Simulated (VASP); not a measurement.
NaF (relaxed from the CsCl type structure, space group Pm-3m): computed properties

These are r2SCAN meta-GGA, VASP's PBE PAW potentials (set 64) (plane waves; VASP) values and carry that method's errors.

```json
{
 "space_group": "Pm-3m (221)",
 "cell": "a = 2.779 Å, b = 2.779 Å, c = 2.779 Å, α = 90.00°, β = 90.00°, γ = 90.00°",
 "volume_per_atom": "10.73 Å³/atom",
 "band gap (over mesh and band path)": "7.22 eV",
 "smallest direct gap (over mesh and band path)": "7.57 eV",
 "band_edge_character": "indirect, M to Γ",
 "density": "3.25 g/cm³"
}
```

```yaml
crystal:
  lattice:
    - [2.77894, 0.00000, 0.00000]
    - [0.00000, 2.77894, 0.00000]
    - [0.00000, 0.00000, 2.77894]
  atoms:
    - { symbol: Na, position: [0.00000, 0.00000, 0.00000] }
    - { symbol: F, position: [0.50000, 0.50000, 0.50000] }
```

The structure was generated: NaF was put into the CsCl type type (Pm-3m), which need not be its known phase. It was relaxed first, which changed the volume by -12 %. Symmetry was kept, so distortions that lower it aren't found.
